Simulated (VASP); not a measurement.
VASP ran on this input.

### POSCAR
```
Y
1
    1.8420953783    -3.1906030715    -0.0000000000
    1.8420953783     3.1906030715     0.0000000000
   -0.0000000000    -0.0000000000     5.6752464319
Y
2
Direct
  0.3401187507   0.6734527507   0.2500000000
  0.6666670000   0.3333330000   0.7500000000
```

**INCAR**
```
# general
SYSTEM  = Y
PREC    = Accurate
ENCUT   = 480
LREAL   = F
LASPH   = T

# electronic loop
EDIFF   = 1E-7
NELM    = 100
ALGO    = Normal
LMAXMIX = 4
LMIXTAU = T

# smearing
ISMEAR  = 1
SIGMA   = 0.1

# functional
METAGGA = R2SCAN

# ions
ISIF    = 2

# output
LWAVE   = F
LCHARG  = F
```

### KPOINTS
```
kpoints
0
gamma
 10 10 6
```

POTCAR, in this order: Y_sv (PBE.64 set). Program: vasp_std.

Problem. Translate this r2SCAN calculation to Ansatz.

Solution. One equivalent input (not run):
Ansatz 0.2 input:
```yaml
crystal:
  lattice:
    - [1.8420954, -3.1906031, 0.0000000]
    - [1.8420954, 3.1906031, 0.0000000]
    - [0.0000000, 0.0000000, 5.6752464]
  atoms:
    - { symbol: Y, position: [0.3401188, 0.6734528, 0.2500000] }
    - { symbol: Y, position: [0.6666670, 0.3333330, 0.7500000] }
kpoints:
  mp_grid: { grid: [10, 10, 6] }
hamiltonian:
  xc: r2scan
  pseudopotentials: { kind: paw }
scf:
  occupations: { method: methfessel_paxton, width: 0.1 }
  max_iter: 100
output: { forces: true, stress: true, eigenvalues: true }
```
What does not carry over: each code has its own PAW files, so the cut-off isn't converted (ENCUT is set for VASP's; basis.ecutwfc is left out, and Ansatz then takes the one that its files recommend); Ansatz stops its SCF on the density residual and VASP on the energy change (EDIFF).

The compound is Y in the hcp structure. This cell was strained or had an atom moved on purpose.
